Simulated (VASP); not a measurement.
# TiTe2: how cutoff and mesh change the relaxed cell

Aim: test the relaxed volume of TiTe2 against cutoff and mesh. The starting structure is a measured crystal structure from the Crystallography Open Database. The first relaxation on each setting starts from this cell expanded by 3 % in volume.

Calculated with VASP 6.6.1; Kohn-Sham DFT with plane waves and PAW; PBEsol.

## Step 1: The structure

The structure is trigonal, space group P-3m1 (No. 164). The conventional cell has a = 3.777 Å, b = 3.777 Å, c = 6.498 Å, α = 90.00°, β = 90.00°, γ = 120.00°. Te has 3 Ti at 2.77 Å nearest. Ti has 6 Te at 2.77 Å nearest. Farther neighbours and most contacts between anions are not listed.

Coordinates:

```cif
data_structure
_symmetry_space_group_name_H-M 'P 1'
_symmetry_Int_Tables_number 1
_cell_length_a 3.7770
_cell_length_b 3.7770
_cell_length_c 6.4980
_cell_angle_alpha 90.000
_cell_angle_beta 90.000
_cell_angle_gamma 120.000
_cell_volume 80.28
loop_
_atom_site_label
_atom_site_type_symbol
_atom_site_fract_x
_atom_site_fract_y
_atom_site_fract_z
_atom_site_occupancy
Te1 Te 0.33333 0.66667 0.73720 1
Te2 Te 0.66667 0.33333 0.26280 1
Ti3 Ti 0.00000 0.00000 0.00000 1
```

## Step 2: Reference relaxation

This run starts from the cell of an earlier relaxation, which isn't shown; the restart sets up the plane waves anew.

Contents of INCAR:

```
SYSTEM = TiTe2
PREC = Accurate
ENCUT = 450
EDIFF = 1E-06
NELM = 100
ISMEAR = 1
SIGMA = 0.15
LREAL = .FALSE.
ALGO = Normal
GGA = PS
NBANDS = 18
LORBIT = 11
LWAVE = .FALSE.
LCHARG = .FALSE.
KPAR = 4
IBRION = 2
NSW = 50
ISIF = 3
EDIFFG = -0.004
```

Contents of POSCAR:

```
TiTe2
1.0
    3.6983793683      0.0000000000      0.0000000000
   -1.8491896841      3.2028904857      0.0000000000
    0.0000000000      0.0000000000      6.4281155074
Te Ti
2 1
Direct
    0.3333333333      0.6666666667      0.7320819132
    0.6666666667      0.3333333333      0.2679180868
    0.0000000000      0.0000000000      0.0000000000
```

Contents of KPOINTS:

```
Automatic mesh
0
Gamma
12 12 6
0 0 0
```

PAW data sets: Te and Ti_sv (PBE family, release 64).

Launch:

```
$ mpirun -np 4 vasp_std
```

What it wrote:

```text
[banner, memory and clock lines left out]
running    4 mpi-ranks, on    1 nodes
 distrk:  each k-point on    1 cores,    4 groups
 distr:  one band on    1 cores,    1 groups

 POSCAR found type information on POSCAR TeTi
 POSCAR found :  2 types and       3 ions
|                                                                             |
|               ----> ADVICE to this user running VASP <----                  |
|                                                                             |
|     You enforced a specific xc type in the INCAR file but a different       |
|     [... a line on the potential file left out ...]
|     I HOPE YOU KNOW WHAT YOU ARE DOING!                                     |
|                                                                             |

 LDA part: xc-table for (Slater+PW92), standard interpolation
 POSCAR, INCAR and KPOINTS ok, starting setup
 FFT: planning ... GRIDC
 FFT: planning ... GRID_SOFT
 FFT: planning ... GRID
 WAVECAR not read
 entering main loop
       N       E                     dE             d eps       ncg     rms          rms(c)
DAV:   1     0.166400498968E+03    0.16640E+03   -0.10089E+04  3600   0.112E+03
DAV:   2    -0.435828623216E+01   -0.17076E+03   -0.16687E+03  3832   0.296E+02
DAV:   3    -0.191903978424E+02   -0.14832E+02   -0.14554E+02  5496   0.824E+01
DAV:   4    -0.196750373663E+02   -0.48464E+00   -0.48311E+00  4550   0.141E+01
DAV:   5    -0.196933608393E+02   -0.18323E-01   -0.18317E-01  5464   0.265E+00    0.127E+01
DAV:   6    -0.195522406921E+02    0.14112E+00   -0.35298E+01  4226   0.392E+01    0.128E+01
DAV:   7    -0.177687336282E+02    0.17835E+01   -0.25827E+01  4538   0.313E+01    0.513E+00
DAV:   8    -0.175408370798E+02    0.22790E+00   -0.13733E+00  4180   0.855E+00    0.175E+00
DAV:   9    -0.175511910113E+02   -0.10354E-01   -0.17780E-01  4876   0.273E+00    0.137E+00
DAV:  10    -0.175418125446E+02    0.93785E-02   -0.20182E-01  4366   0.332E+00    0.798E-01
DAV:  11    -0.175383065573E+02    0.35060E-02   -0.34769E-02  4214   0.139E+00    0.344E-01
DAV:  12    -0.175381703726E+02    0.13618E-03   -0.34825E-03  4334   0.425E-01    0.216E-01
DAV:  13    -0.175380789341E+02    0.91439E-04   -0.38256E-04  4370   0.150E-01    0.382E-02
DAV:  14    -0.175380802163E+02   -0.12822E-05   -0.11788E-05  4236   0.276E-02    0.309E-02
DAV:  15    -0.175380766206E+02    0.35957E-05   -0.10776E-05  4424   0.259E-02    0.695E-03
DAV:  16    -0.175380763405E+02    0.28009E-06   -0.14152E-06  2296   0.721E-03
   1 F= -.17538076E+02 E0= -.17538555E+02  d E =-.175381E+02
[... from here on, the cycles between the ionic steps are left out ...]
   2 F= -.17538079E+02 E0= -.17538557E+02  d E =-.253254E-05
   3 F= -.17538080E+02 E0= -.17538559E+02  d E =-.402504E-05
   4 F= -.17538080E+02 E0= -.17538559E+02  d E =-.393180E-05
   5 F= -.17538079E+02 E0= -.17538558E+02  d E =-.296795E-05
   6 F= -.17538080E+02 E0= -.17538559E+02  d E =-.343091E-05
   7 F= -.17538079E+02 E0= -.17538558E+02  d E =-.299367E-05
   8 F= -.17538079E+02 E0= -.17538558E+02  d E =-.304575E-05
 curvature:  -0.01 expect dE=-0.321E-07 dE for cont linesearch -0.564E-08
 ZBRENT: accuracy reached
 trial: gam=-0.00460 g(F)=  0.256E-05 g(S)=  0.568E-07 ort = 0.269E-05 (trialstep = 0.862E+00)
 search vector abs. value=  0.259E-05
 bond charge predicted
       N       E                     dE             d eps       ncg     rms          rms(c)
DAV:   1    -0.175380818736E+02   -0.24756E-05   -0.53031E-05  3684   0.475E-02    0.760E-03
DAV:   2    -0.175380823510E+02   -0.47740E-06   -0.18912E-05  4058   0.314E-02    0.726E-03
DAV:   3    -0.175380812421E+02    0.11089E-05   -0.76500E-06  3196   0.183E-02    0.171E-03
DAV:   4    -0.175380811421E+02    0.10004E-06   -0.21644E-07  1840   0.396E-03
   9 F= -.17538081E+02 E0= -.17538560E+02  d E =-.175580E-05
 ZBRENT: can't locate minimum, use default step
 trial-energy change:   -0.000002  1 .order   -0.000002   -0.000002   -0.000002
 step:   3.4492(harm=  4.2599)  dis= 0.00085  next Energy=   -17.538085 (dE=-0.554E-05)
 reached required accuracy - stopping structural energy minimisation
```

Elapsed: 2.1 min, on 4 MPI ranks of AMD EPYC 7R43, shared host; peak memory 0.96 GiB.

Lines that name or quote the potential files are left out of all logs, and their timing lines are given in words.

From OUTCAR (step 2):

```text
ion  position               nearest neighbor table
   1  0.333  0.667  0.732-   3 2.74   3 2.74   3 2.74   2 3.67   2 3.67   2 3.67
   2  0.667  0.333  0.268-   3 2.74   3 2.74   3 2.74   1 3.67   1 3.67   1 3.67
   3  0.000  0.000  0.000-   1 2.74   2 2.74   1 2.74   2 2.74   2 2.74   1 2.74

  LATTYP: Found a hexagonal cell.
 ALAT       =     3.6983793683
 C/A-ratio  =     1.7380898137

 Subroutine GETGRP returns: Found 12 space group operations
 (whereof 12 operations were pure point group operations)

The static configuration has the point symmetry D_3d.

 Found    100 irreducible k-points:

   k-points           NKPTS =    100   k-points in BZ     NKDIM =    100   number of bands    NBANDS=     18

   dimension x,y,z NGX =    28 NGY =   28 NGZ =   48
   dimension x,y,z NGXF=    56 NGYF=   56 NGZF=   96

   ENCUT  =  450.0 eV  33.07 Ry    5.75 a.u.   6.40  6.40 11.12*2*pi/ulx,y,z

   NELECT =      24.0000    total number of electrons

 k-points in reciprocal lattice and weights: Automatic mesh
   0.00000000  0.00000000  0.00000000       0.001
   0.08333333 -0.00000000  0.00000000       0.007
   0.16666667  0.00000000  0.00000000       0.007
   0.25000000 -0.00000000  0.00000000       0.007
   0.33333333  0.00000000  0.00000000       0.007
   0.41666667  0.00000000  0.00000000       0.007
   0.50000000 -0.00000000  0.00000000       0.003
   0.08333333  0.08333333  0.00000000       0.007
   0.16666667  0.08333333  0.00000000       0.014
[...]
0.33333333  0.25000000  0.50000000       0.014
   0.33333333  0.33333333  0.50000000       0.002

 average (electrostatic) potential at core
       1 -86.6328       2 -86.6328       3 -73.8052

 E-fermi :   7.3558

 k-point     1 :       0.0000    0.0000    0.0000
  band No.  band energies     occupation
    ...
      5      -5.3832      2.00000
      6      -3.7421      2.00000
      7       1.7709      2.00000
      8       5.7415      2.00000
      9       5.7415      2.00000
     10       7.5832     -0.05387
     11       7.7846     -0.00040
     12       7.7846     -0.00040
     13       7.9928     -0.00000
     14       8.6411     -0.00000
    ...

 k-point     2 :       0.0833   -0.0000    0.0000
  band No.  band energies     occupation
    ...
      6      -3.6963      2.00000
      7       1.8717      2.00000
      8       5.5199      2.00000
      9       5.7529      2.00000
     10       7.2811      1.73763
     11       7.5591     -0.06651
     12       7.6186     -0.03266
     13       7.9319     -0.00000
     14       8.4851     -0.00000
     15       8.7262     -0.00000
    ...

 k-point     3 :       0.1667    0.0000    0.0000
  band No.  band energies     occupation
    ...
      7       2.1674      2.00000
      8       4.9695      2.00000
      9       5.7739      2.00000
     10       6.1255      2.00000
     11       7.1370      2.05890
     12       7.4714      0.03549
     13       7.5869     -0.05160
     14       8.4475     -0.00000
     15       8.7584     -0.00000
     16      10.2441     -0.00000
    ...

  Total       -0.0066908     -0.0066908     -0.0106367     -0.0000000      0.0000000     -0.0000000
  in kB       -0.1408265     -0.1408265     -0.2238784     -0.0000000      0.0000000     -0.0000000
  external PRESSURE =      -0.1685105 kB  Pullay stress =       0.0000000 kB

  energy-cutoff  :      450.00
  volume of cell :       76.12
      direct lattice vectors                 reciprocal lattice vectors
     3.698018853 -0.000000000  0.000000000     0.270415063  0.156124209 -0.000000000
    -1.849009426  3.202578270 -0.000000000     0.000000000  0.312248419  0.000000000
     0.000000000 -0.000000000  6.427433576    -0.000000000 -0.000000000  0.155583094

 POSITION                                       TOTAL-FORCE (eV/Angst)
 -----------------------------------------------------------------------------------
     -0.00000      2.13505      4.70514        -0.000000      0.000000     -0.003446
      1.84901      1.06753      1.72229         0.000000     -0.000000      0.003446
      0.00000     -0.00000      6.42743         0.000000      0.000000      0.000000
 -----------------------------------------------------------------------------------
    total drift:                               -0.000000     -0.000000      0.000000

  FREE ENERGIE OF THE ION-ELECTRON SYSTEM (eV)
  ---------------------------------------------------
  free  energy   TOTEN  =       -17.5380811421 eV

  energy  without entropy=      -17.5395187113  energy(sigma->0) =      -17.53856033

 reached required accuracy - stopping structural energy minimisation

 total charge
# of ion       s       p       d       tot
------------------------------------------
    1        1.385   1.991   0.044   3.420
    2        1.385   1.991   0.044   3.420
    3        2.171   6.129   1.912  10.211
--------------------------------------------------
tot          4.940  10.111   1.999  17.051

[... 3 further parts left out ...]
```

CONTCAR:

```
TiTe2
   1.00000000000000
     3.6980188527910265   -0.0000000000000056    0.0000000000000000
    -1.8490094263455228    3.2025782701107968   -0.0000000000000000
     0.0000000000000000   -0.0000000000000000    6.4274335757158951
  Te              Ti
     2     1
Direct
     0.3333333332999970    0.6666666667000030    0.7320402189186149
     0.6666666667000030    0.3333333332999970    0.2679597810813850
     0.0000000000000000    0.0000000000000000    1.0000000000000000
```

Logs of long relaxations may skip ionic steps without a mark.

This run has no spin polarisation, although Ti can carry a moment. The PAW data sets were made with PBE, which is usual practice but a small mismatch for other functionals. The run keeps the 12 symmetry operations of its start, so it cannot find a distortion of lower symmetry.

The reference relaxation ends at 25.374 Å³ an atom. Pressures at 0.985 and 1.015 times this volume, from two more relaxations that aren't shown, give a bulk modulus of 37.6 GPa.

## Step 3: Relaxation with a cutoff of 270 eV

Against step 2 the input has ENCUT = 270. This run starts from the cell of an earlier relaxation, which isn't shown; the restart sets up the plane waves anew.

Changes to INCAR since step 2:

```diff
@@ -2,3 +2,3 @@
 PREC = Accurate
-ENCUT = 450
+ENCUT = 270
 EDIFF = 1E-06
```

Contents of POSCAR:

```
TiTe2
1.0
    3.6946035764      0.0000000000      0.0000000000
   -1.8473017882      3.1996205541      0.0000000000
    0.0000000000      0.0000000000      6.4101632433
Te Ti
2 1
Direct
    0.3333333333      0.6666666667      0.7310213245
    0.6666666667      0.3333333333      0.2689786755
    0.0000000000      0.0000000000      0.0000000000
```

KPOINTS is that of step 2.

Launch:

```
$ mpirun -np 4 vasp_std
```

What it wrote:

```text
[banner, memory and clock lines left out]
running    4 mpi-ranks, on    1 nodes
[...]
[... a notice as in an earlier step ...]

 LDA part: xc-table for (Slater+PW92), standard interpolation
 POSCAR, INCAR and KPOINTS ok, starting setup
[...]
entering main loop
       N       E                     dE             d eps       ncg     rms          rms(c)
DAV:   1     0.124445823461E+03    0.12445E+03   -0.77595E+03  3672   0.805E+02
DAV:   2    -0.110196593313E+02   -0.13547E+03   -0.13244E+03  4298   0.243E+02
DAV:   3    -0.194486726229E+02   -0.84290E+01   -0.83592E+01  4924   0.624E+01
DAV:   4    -0.196749097122E+02   -0.22624E+00   -0.22588E+00  4814   0.100E+01
[...]
DAV:  15    -0.175351805121E+02    0.59342E-05   -0.91681E-06  4448   0.234E-02    0.109E-02
DAV:  16    -0.175351791086E+02    0.14035E-05   -0.19082E-06  2776   0.871E-03    0.169E-03
DAV:  17    -0.175351788817E+02    0.22688E-06   -0.14710E-07  2080   0.247E-03
   1 F= -.17535179E+02 E0= -.17535642E+02  d E =-.175352E+02
[... from here on, the cycles between the ionic steps are left out ...]
   2 F= -.17535213E+02 E0= -.17535671E+02  d E =-.341438E-04
   3 F= -.17535288E+02 E0= -.17535748E+02  d E =-.108662E-03
   4 F= -.17535288E+02 E0= -.17535748E+02  d E =-.108898E-03
   5 F= -.17535314E+02 E0= -.17535777E+02  d E =-.259968E-04
   6 F= -.17535338E+02 E0= -.17535808E+02  d E =-.503048E-04
   7 F= -.17535338E+02 E0= -.17535807E+02  d E =-.501429E-04
   8 F= -.17535349E+02 E0= -.17535814E+02  d E =-.113250E-04
   9 F= -.17535352E+02 E0= -.17535808E+02  d E =-.136975E-04
[...]
reached required accuracy - stopping structural energy minimisation
```

Run time: 60 s. Hardware: 4 MPI ranks; peak memory 0.57 GiB.

OUTCAR, selected parts (step 3):

```text
  Total        0.0003483      0.0003483      0.0047472      0.0000000      0.0000000      0.0000000
  in kB        0.0073954      0.0073954      0.1008054      0.0000000      0.0000000      0.0000000
  external PRESSURE =       0.0385320 kB  Pullay stress =       0.0000000 kB

 POSITION                                       TOTAL-FORCE (eV/Angst)
 -----------------------------------------------------------------------------------
     -0.00000      2.13097      4.67111        -0.000000     -0.000000      0.000980
      1.84548      1.06549      1.72418         0.000000      0.000000     -0.000980
      0.00000     -0.00000      0.00000        -0.000000     -0.000000      0.000000
 -----------------------------------------------------------------------------------
    total drift:                               -0.000000      0.000000     -0.000000

  FREE ENERGIE OF THE ION-ELECTRON SYSTEM (eV)
  ---------------------------------------------------
  free  energy   TOTEN  =       -17.5353516202 eV

  energy  without entropy=      -17.5367213156  energy(sigma->0) =      -17.53580819

[... 2 parts as in an earlier step ...]

[... 2 further parts left out ...]
[key lines of the parts left out:]
E-fermi :   7.4733
```

With a cutoff of 270 eV the cell ends at 25.151 Å³ an atom, -0.88 % from the reference; the bulk modulus is 40.8 GPa against 37.6 GPa.

## Step 4: Relaxation with a 6×6×3 mesh

Against step 2 the input has a 6×6×3 mesh. This run starts from the cell of an earlier relaxation, which isn't shown; the restart sets up the plane waves anew.

Changes to INCAR since step 3:

```diff
@@ -2,3 +2,3 @@
 PREC = Accurate
-ENCUT = 270
+ENCUT = 450
 EDIFF = 1E-06
```

Contents of POSCAR:

```
TiTe2
1.0
    3.7239742955      0.0000000000      0.0000000000
   -1.8619871478      3.2250563429      0.0000000000
    0.0000000000      0.0000000000      6.3536635117
Te Ti
2 1
Direct
    0.3333333333      0.6666666667      0.7328150849
    0.6666666667      0.3333333333      0.2671849151
    0.0000000000      0.0000000000      0.0000000000
```

Contents of KPOINTS:

```
Automatic mesh
0
Gamma
6 6 3
0 0 0
```

Launch:

```
$ mpirun -np 4 vasp_std
```

What it wrote:

```text
[... set-up lines as in an earlier step ...]
 entering main loop
       N       E                     dE             d eps       ncg     rms          rms(c)
DAV:   1     0.167162161253E+03    0.16716E+03   -0.10101E+04   612   0.113E+03
DAV:   2    -0.250898112133E+01   -0.16967E+03   -0.16567E+03   638   0.294E+02
DAV:   3    -0.190973928666E+02   -0.16588E+02   -0.16275E+02   980   0.841E+01
DAV:   4    -0.196655357201E+02   -0.56814E+00   -0.56671E+00   734   0.149E+01
[...]
DAV:  14    -0.175324497643E+02    0.12894E-05   -0.39068E-06   750   0.146E-02    0.333E-02
DAV:  15    -0.175324474726E+02    0.22917E-05   -0.76338E-06   678   0.225E-02    0.396E-03
DAV:  16    -0.175324476412E+02   -0.16859E-06   -0.32800E-07   362   0.406E-03
   1 F= -.17532448E+02 E0= -.17533827E+02  d E =-.175324E+02
[...]
2 F= -.17532447E+02 E0= -.17533833E+02  d E =0.553235E-06
[...]
3 F= -.17532454E+02 E0= -.17533837E+02  d E =-.680860E-05
[...]
4 F= -.17532454E+02 E0= -.17533836E+02  d E =-.670451E-05
[...]
reached required accuracy - stopping structural energy minimisation
```

It took 19 s on 4 MPI ranks; peak memory 0.69 GiB.

From OUTCAR (step 4):

```text
  Total        0.0060463      0.0060463     -0.0018300     -0.0000000     -0.0000000      0.0000000
  in kB        0.1270075      0.1270075     -0.0384411     -0.0000000     -0.0000000      0.0000000
  external PRESSURE =       0.0718579 kB  Pullay stress =       0.0000000 kB

 POSITION                                       TOTAL-FORCE (eV/Angst)
 -----------------------------------------------------------------------------------
     -0.00000      2.14978      4.65508         0.000000      0.000000     -0.002491
      1.86177      1.07489      1.69720        -0.000000      0.000000      0.002491
      0.00000      0.00000      0.00000        -0.000000      0.000000     -0.000000
 -----------------------------------------------------------------------------------
    total drift:                               -0.000000      0.000000     -0.000000

  FREE ENERGIE OF THE ION-ELECTRON SYSTEM (eV)
  ---------------------------------------------------
  free  energy   TOTEN  =       -17.5324543457 eV

  energy  without entropy=      -17.5365990432  energy(sigma->0) =      -17.53383591

[... 1 part as in an earlier step ...]

[... 3 further parts left out ...]
[key lines of the parts left out:]
E-fermi :   7.2868
```

With a 6×6×3 mesh the cell ends at 25.424 Å³ an atom, +0.20 % from the reference, a by +0.7 % and c by -1.2 %; the bulk modulus is 40.9 GPa against 37.6 GPa.

[end of part 1 of 2]

[Lines on the potential files, build, host, timing and source positions are cut from VASP's logs without a mark.]

[Logs are printed without paths, hosts, clocks, repeated set-up lines and the standing remarks that a program may print on its own settings, such as how far it seeks lower states.]

[Hosts, paths, dates, database ids (printed as entryN), source tags and the programs' standing remarks are cut or masked in the printed files.]
